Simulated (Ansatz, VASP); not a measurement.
TiBe2H6 in VASP and in Ansatz

```xyz
9
Lattice="0.0000 3.0897 3.0897 3.0897 0.0000 3.0897 3.0897 3.0897 0.0000" Properties=species:S:1:pos:R:3 pbc="T T T"
Ti    0.0000    0.0000    0.0000
Be    4.6346    4.6346    4.6346
Be    1.5449    1.5449    1.5449
H     0.0000    1.5449    1.5449
H     3.0897    1.5449    1.5449
H     1.5449    0.0000    1.5449
H     1.5449    3.0897    1.5449
H     1.5449    1.5449    0.0000
H     1.5449    1.5449    3.0897
```

Change from the starting cell: ordered vacancies on the A sites of perovskite (Fm-3m, No. 225).

Alike in both runs: task single point; functional PBE; k mesh 6 × 6 × 6; occupations gaussian, width 0.1 eV; collinear spin.

|  | VASP | Ansatz |
| --- | --- | --- |
| version | VASP 6.6.1 | Ansatz 0.2.0 |
| potentials or method | VASP PAW PBE potentials, release 64 (Ti_sv, Be, H) | scalar-relativistic, plane waves, PAW |
| plane-wave cutoff (eV) | 520 | 420 |
| valence electrons in the cell | 22 | 22 |

VASP gave:

| Item | Value |
| --- | --- |
| gap on the k mesh at the Fermi level (eV) | none |
| pressure (GPa) | -0.1 |
| net moment per atom (μB) | 0.00 |
| size of the moment on the site where the two differ most (μB) | 0.00 |

Estimate Ansatz's values.

gap on the k mesh at the Fermi level (eV): none; pressure (GPa): 1.2; net moment per atom (μB): 0.22; size of the moment on the site where the two differ most (μB): 1.20.

The net moments differ so much that the two runs ended in different magnetic states, which moves the other rows too. Site moments also hang on the region over which each program counts them. A gap of «none» marks a metal or a gap that the smearing closes.
